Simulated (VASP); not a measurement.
Given:

```
PbSe
1.0
    0.00000     3.13595     3.13595
    3.13595     0.00000     3.13595
    3.13595     3.13595     0.00000
Pb Se
1 1
Direct
  0.00000   0.00000   0.00000
  0.50000   0.50000   0.50000
```

Level of theory: PBE GGA, VASP's PBE PAW potentials (set 64) (plane waves; VASP). Numerical set-up: 300 eV cut-off, 5×5×5 Γ-centred mesh, Fermi-Dirac smearing of 0.020 eV, potentials Pb_d Se.

At this cut-off the stress carries a Pulay error, which pulls relaxed volumes low.

Problem. Give the stress tensor in GPa (positive for a compressed cell).

Solution. 
```
-1.59   0.00   0.00
 0.00  -1.59   0.00
 0.00   0.00  -1.59
```
The pressure is its mean diagonal, -1.59 GPa.

The structure comes from a computed database's PbSe entry; how it stands against other phases isn't given here. The cell was not relaxed at this level.
